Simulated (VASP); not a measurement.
These are optB86b-vdW, VASP's PBE PAW potentials (set 64) (plane waves; VASP) values and carry that method's errors.

VASP ran on this input.

File POSCAR:
```
PbF2
5.9303340
  0.0000000000   0.5000000257   0.5000000257
  0.5000000257   0.0000000000   0.5000000257
  0.5000000257   0.5000000257   0.0000000000
Pb F
1 2
Direct
  0.0000000000   0.0000000000   0.0000000000
  0.2500000000   0.2500000000   0.2500000000
  0.7500000000   0.7500000000   0.7500000000
```

INCAR:
```
# general
SYSTEM  =PbF2
PREC    =Accurate
ENCUT   =520   # plane-wave cut-off (eV)
LREAL   =.FALSE.   # projection in real space or not
LASPH   =.TRUE.   # aspherical one-centre terms

# electronic loop
EDIFF   =1E-7   # SCF stop (eV)
NELM    =100   # most electronic steps
ALGO    =Normal   # blocked Davidson
LMAXMIX =4   # l cut-off of mixed one-centre charges

# smearing
ISMEAR  =0   # Gaussian
SIGMA   =0.05   # width (eV)

# functional
GGA     =MK
LUSE_VDW=.TRUE.
AGGAC   =0.0
PARAM1  =0.1234
PARAM2  =1.0

# ions
ISIF    =2   # forces and stress, cell fixed

# output
LWAVE   =.FALSE.
LCHARG  =.FALSE.
```

### KPOINTS
```
Automatic
0
G
7 7 7
0 0 0
```

POTCAR, in this order: Pb_d F (PBE.64 set). Program: vasp_std.

What VASP printed:

File OUTCAR:
```
 ion  position               nearest neighbor table
   1  0.000  0.000  0.000-   2 2.57   3 2.57   3 2.57   3 2.57   3 2.57   2 2.57   2 2.57   2 2.57
  LATTYP: Found a face centered cubic cell.
 ALAT       =     5.9303343048
 Subroutine PRICEL returns:
 Original cell was already a primitive cell.
 Subroutine GETGRP returns: Found 48 space group operations
The static configuration has the point symmetry O_h .
The dynamic configuration has the point symmetry O_h .
 Subroutine INISYM returns: Found 48 space group operations
 Subroutine IBZKPT returns following result:
 Found     20 irreducible k-points:

 Following reciprocal coordinates:
            Coordinates               Weight
  0.000000  0.000000  0.000000      1.000000
  0.142857  0.000000  0.000000      8.000000
  0.285714  0.000000  0.000000      8.000000
  0.428571  0.000000  0.000000      8.000000
  0.142857  0.142857  0.000000      6.000000
  0.285714  0.142857  0.000000     24.000000
  0.428571  0.142857  0.000000     24.000000
 -0.428571  0.142857  0.000000     24.000000
 -0.285714  0.142857  0.000000     24.000000
 -0.142857  0.142857  0.000000     12.000000
  0.285714  0.285714  0.000000      6.000000
  0.428571  0.285714  0.000000     24.000000
 -0.428571  0.285714  0.000000     24.000000
 -0.285714  0.285714  0.000000     12.000000
  0.428571  0.428571  0.000000      6.000000
 -0.428571  0.428571  0.000000     12.000000
  0.428571  0.285714  0.142857     24.000000
 -0.428571  0.285714  0.142857     48.000000
 -0.428571  0.428571  0.142857     24.000000
 -0.285714  0.428571  0.142857     24.000000
   k-points           NKPTS =     20   k-points in BZ     NKDIM =     20   number of bands    NBANDS=     18
   number of dos      NEDOS =    301   number of ions     NIONS =      3
   total plane-waves  NPLWV =  32768
   dimension x,y,z NGX =    32 NGY =   32 NGZ =   32
   dimension x,y,z NGXF=    64 NGYF=   64 NGZF=   64
   ions per type =               1   2
   PREC   = accura    normal or accurate (medium, high low for compatibility)
   ISTART =      0    job   : 0-new  1-cont  2-samecut
   ICHARG =      2    charge: 1-file 2-atom 10-const
   ISPIN  =      1    spin polarized calculation?
   LNONCOLLINEAR =      F non collinear calculations
   LSORBIT =      F    spin-orbit coupling
   INIWAV =      1    electr: 0-lowe 1-rand  2-diag
   ENCUT  =  520.0 eV  38.22 Ry    6.18 a.u.   7.80  7.80  7.80*2*pi/ulx,y,z
   NELM   =    100;   NELMIN=  2; NELMDL= -5     # of ELM steps
   EDIFF  = 0.1E-06   stopping-criterion for ELM
   LREAL  =      F    real-space projection
   NLSPLINE    = F    spline interpolate recip. space projectors
   LMAXMIX     =    4 max onsite mixed and CHGCAR
   VOSKOWN=      0    Vosko Wilk Nusair interpolation
   EDIFFG = 0.1E-05   stopping-criterion for IOM
   NSW    =      0    number of steps for IOM
   NBLOCK =      1;   KBLOCK =      1    inner block; outer block
   IBRION =     -1    ionic relax: 0-MD 1-quasi-New 2-CG
   NFREE  =      0    steps in history (QN), initial steepest desc. (CG)
   ISIF   =      2    stress and relaxation
   ISYM   =      2    0-nonsym 1-usesym 2-fastsym
   TEIN   =    0.0    initial temperature
   TEBEG  =    0.0;   TEEND  =   0.0 temperature during run
   SMASS  =  -3.00    Nose mass-parameter (am)
   PSTRESS=    0.0 pullay stress
   NELECT =      28.0000    total number of electrons
   EFERMI =   0.00;   METHOD = LEGACY
   ISMEAR =     0;   SIGMA  =   0.05  broadening in eV -4-tet -1-fermi 0-gaus
   IALGO  =     38    algorithm
   LDIAG  =      T    sub-space diagonalisation (order eigenvalues)
   IMIX   =      4    mixing-type and parameters
     AMIX     =   0.40;   BMIX     =  1.00
     AMIX_MAG =   1.60;   BMIX_MAG =  1.00
     AMIN     =   0.10
...
```

OSZICAR:
```
       N       E                     dE             d eps       ncg     rms          rms(c)
DAV:   1     0.310754528877E+03    0.31075E+03   -0.15174E+04   720   0.179E+03
DAV:   2     0.186329195379E+02   -0.29212E+03   -0.28224E+03   786   0.455E+02
DAV:   3    -0.852342914799E+01   -0.27156E+02   -0.26917E+02   850   0.155E+02
DAV:   4    -0.931500636190E+01   -0.79158E+00   -0.79097E+00   770   0.278E+01
DAV:   5    -0.934276209344E+01   -0.27756E-01   -0.27755E-01   846   0.518E+00    0.786E+00
DAV:   6    -0.745924325597E+01    0.18835E+01   -0.10079E+01   924   0.268E+01    0.268E+00
DAV:   7    -0.744864275141E+01    0.10601E-01   -0.44306E-01   728   0.463E+00    0.153E+00
DAV:   8    -0.743991054656E+01    0.87322E-02   -0.10475E-01   722   0.401E+00    0.486E-01
DAV:   9    -0.743723994707E+01    0.26706E-02   -0.18563E-02   842   0.108E+00    0.966E-02
DAV:  10    -0.743797366858E+01   -0.73372E-03   -0.10352E-03   720   0.351E-01    0.212E-02
DAV:  11    -0.743796907393E+01    0.45946E-05   -0.63867E-05   770   0.753E-02    0.746E-03
DAV:  12    -0.743797275750E+01   -0.36836E-05   -0.14199E-05   764   0.395E-02    0.524E-03
DAV:  13    -0.743797225345E+01    0.50405E-06   -0.28846E-06   848   0.211E-02    0.804E-04
DAV:  14    -0.743797226481E+01   -0.11361E-07   -0.27592E-07   716   0.545E-03
   1 F= -.74379723E+01 E0= -.74379723E+01  d E =-.277547E-11
```

### OUTCAR
```
------------------------ aborting loop because EDIFF is reached ----------------------------------------
  FORCE on cell =-STRESS in cart. coord.  units (eV):
  Direction    XX          YY          ZZ          XY          YZ          ZX
  --------------------------------------------------------------------------------------
  Total        0.0192637      0.0192637      0.0192637      0.0000000      0.0000000     -0.0000000
  in kB        0.5919323      0.5919323      0.5919323      0.0000000      0.0000000     -0.0000000
  external PRESSURE =       0.5919323 kB  Pullay stress =       0.0000000 kB
  volume of cell :       52.14
      direct lattice vectors                 reciprocal lattice vectors
     0.000000000  2.965167152  2.965167152    -0.168624558  0.168624558  0.168624558
     2.965167152  0.000000000  2.965167152     0.168624558 -0.168624558  0.168624558
     2.965167152  2.965167152  0.000000000     0.168624558  0.168624558 -0.168624558
 POSITION                                       TOTAL-FORCE (eV/Angst)
 -----------------------------------------------------------------------------------
      0.00000      0.00000      0.00000         0.000000      0.000000      0.000000
      1.48258      1.48258      1.48258         0.000000      0.000000     -0.000000
      4.44775      4.44775      4.44775        -0.000000     -0.000000      0.000000
 -----------------------------------------------------------------------------------
    total drift:                                0.000000     -0.000000      0.000000
  FREE ENERGIE OF THE ION-ELECTRON SYSTEM (eV)
  ---------------------------------------------------
  free  energy   TOTEN  =        -7.4379722648 eV

  energy  without entropy=       -7.4379722648  energy(sigma->0) =       -7.43797226
```
(Selected blocks of OUTCAR.)

**OUTCAR**
```
 val. band max:        1.6734775567   @ k =  -0.2857   0.4286   0.1429

 cond. band min:       6.1335637324   @ k =   0.4286   0.4286   0.0000


 Fermi energy:         1.8992667888

 k-point     1 :       0.0000    0.0000    0.0000
  band No.  band energies     occupation
      1     -19.2593      2.00000
      2     -18.6306      2.00000
      3     -12.6646      2.00000
      4     -12.6646      2.00000
      5     -12.6646      2.00000
      6     -12.6081      2.00000
      7     -12.6081      2.00000
      8      -2.9706      2.00000
      9      -0.7528      2.00000
     10      -0.7528      2.00000
     11      -0.7528      2.00000
     12      -0.2616      2.00000
     13      -0.2616      2.00000
     14      -0.2616      2.00000
     15       8.4255      0.00000
     16       8.4255      0.00000
     17       8.4255      0.00000
     18      12.1503      0.00000

 k-point     2 :       0.1429    0.0000    0.0000
  band No.  band energies     occupation
      1     -19.2195      2.00000
      2     -18.6668      2.00000
      3     -12.6568      2.00000
      4     -12.6568      2.00000
      5     -12.6231      2.00000
      6     -12.6078      2.00000
      7     -12.6078      2.00000
      8      -3.2954      2.00000
      9      -0.9070      2.00000
     10      -0.7929      2.00000
     11      -0.7929      2.00000
     12      -0.2933      2.00000
     13      -0.2933      2.00000
     14       0.2394      2.00000
     15       7.7630      0.00000
     16       8.5921      0.00000
     17       8.5921      0.00000
     18      13.2851      0.00000

 k-point     3 :       0.2857    0.0000    0.0000
  band No.  band energies     occupation
      1     -19.1195      2.00000
      2     -18.7555      2.00000
      3     -12.6478      2.00000
      4     -12.6478      2.00000
      5     -12.5984      2.00000
      6     -12.5984      2.00000
      7     -12.5330      2.00000
      8      -3.8420      2.00000
      9      -1.1235      2.00000
...
```

Unless said otherwise, spin-orbit coupling is left out, though it shifts the bands of the heavy elements here.

The compound is PbF2 in the fluorite structure, the β form. It was relaxed first.
